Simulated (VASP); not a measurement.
Method: HSE06 screened hybrid (exact exchange on a k-mesh reduced by 3x3x3), VASP's PBE PAW potentials (set 64) (plane waves; VASP).

VASP input:

### INCAR
```
AEXX  =  0.25
ALGO  =  Normal
EDIFF  =  1E-5
ENCUT  =  400
GGA  =  PE
HFSCREEN  =  0.2
ISIF  =  0
ISMEAR  =  0
ISYM  =  3
LASPH  =  .True.
LCHARG  =  .False.
LHFCALC  =  .True.
LREAL  =  .False.
LWAVE  =  .False.
NELM  =  50
NELMIN  =  4
NKREDX  =  3
NKREDY  =  3
NKREDZ  =  3
PREC  =  Normal
PRECFOCK  =  Fast
SIGMA  =  0.05
SYSTEM  =  Si
```

### KPOINTS
```
Automatic mesh
0
gamma
12 12 12
0 0 0
```

File POSCAR:
```
Si
2.7342690
  0.0000000000   0.9999998811   0.9999998811
  0.9999998811   0.0000000000   0.9999998811
  0.9999998811   0.9999998811   0.0000000000
Si
2
Direct
  0.0000000000   0.0000000000   0.0000000000
  0.2500000000   0.2500000000   0.2500000000
```

POTCAR, in this order: Si (PBE.64 set). Program: vasp_std. Read from the step before: WAVECAR.

The run wrote:

### OSZICAR
```
       N       E                     dE             d eps       ncg     rms          rms(c)
DAV:   1    -0.125848962958E+02   -0.12585E+02   -0.41159E-01  1192   0.504E+00    0.345E+00
DAV:   2    -0.125873092811E+02   -0.24130E-02   -0.68049E-03  1688   0.729E-01    0.225E+00
DAV:   3    -0.125868239740E+02    0.48531E-03   -0.27551E-04  1680   0.115E-01    0.130E+00
DAV:   4    -0.125866307676E+02    0.19321E-03   -0.51422E-05  1656   0.534E-02    0.746E-01
DAV:   5    -0.125865629882E+02    0.67779E-04   -0.18143E-05  1264   0.322E-02    0.429E-01
DAV:   6    -0.125865406122E+02    0.22376E-04   -0.73101E-06   928   0.207E-02    0.245E-01
DAV:   7    -0.125865325633E+02    0.80489E-05   -0.30342E-06   808   0.137E-02
   1 F= -.12586533E+02 E0= -.12586533E+02  d E =-.567262E-12
```

**OUTCAR**
```
------------------------ aborting loop because EDIFF is reached ----------------------------------------
  volume of cell :       40.88
      direct lattice vectors                 reciprocal lattice vectors
     0.000000000  2.734268675  2.734268675    -0.182864253  0.182864253  0.182864253
     2.734268675  0.000000000  2.734268675     0.182864253 -0.182864253  0.182864253
     2.734268675  2.734268675  0.000000000     0.182864253  0.182864253 -0.182864253
 POSITION                                       TOTAL-FORCE (eV/Angst)
 -----------------------------------------------------------------------------------
      0.00000      0.00000      0.00000        -0.000000     -0.000000     -0.000000
      1.36713      1.36713      1.36713         0.000000      0.000000      0.000000
 -----------------------------------------------------------------------------------
    total drift:                                0.000000      0.000000      0.000000
  FREE ENERGIE OF THE ION-ELECTRON SYSTEM (eV)
  ---------------------------------------------------
  free  energy   TOTEN  =       -12.5865325633 eV

  energy  without entropy=      -12.5865325633  energy(sigma->0) =      -12.58653256

  exchange ACFDT corr.  =         0.00000000  see jH, gK, PRB 81, 115126
```
(Selected blocks of OUTCAR.)

Exact exchange is summed on a reduced mesh (NKRED).

The compound is Si in the diamond structure. It was relaxed first. The cell's shape comes from a PBE relaxation.
